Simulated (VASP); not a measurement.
Data:

```
CELL_PARAMETERS angstrom
      1.58449     0.91480     5.19227
     -1.58449     0.91480     5.19227
      0.00000    -1.82961     5.19227
ATOMIC_POSITIONS crystal
  Zr 0.00000 0.00000 0.00000
  W  0.50000 0.50000 0.50000
  C  0.24417 0.24417 0.24417
  C  0.75583 0.75583 0.75583
```

Computed with PBEsol GGA, VASP's PBE PAW potentials (set 64) (plane waves; VASP). Run with 520 eV cut-off, 13×13×13 Γ-centred mesh, tetrahedra with Blöchl corrections, potentials Zr_sv W_sv C.

Unless said otherwise, spin-orbit coupling is left out, though it shifts the bands of the heavy elements here.

Task: What does the run give for the energy per atom (σ→0), band gap (on the k-mesh) with the smallest direct gap where there is one?

Result: 
```yaml
band gap (on the k-mesh): none (metal, semimetal or under 0.01 eV)
energy per atom (σ→0): -11.026 eV/atom
```

Only differences to runs with the same potentials and settings are physical.

The structure comes from a computed database's ZrWC2 entry (R-3m); how it stands against other phases isn't given here. It was relaxed first.
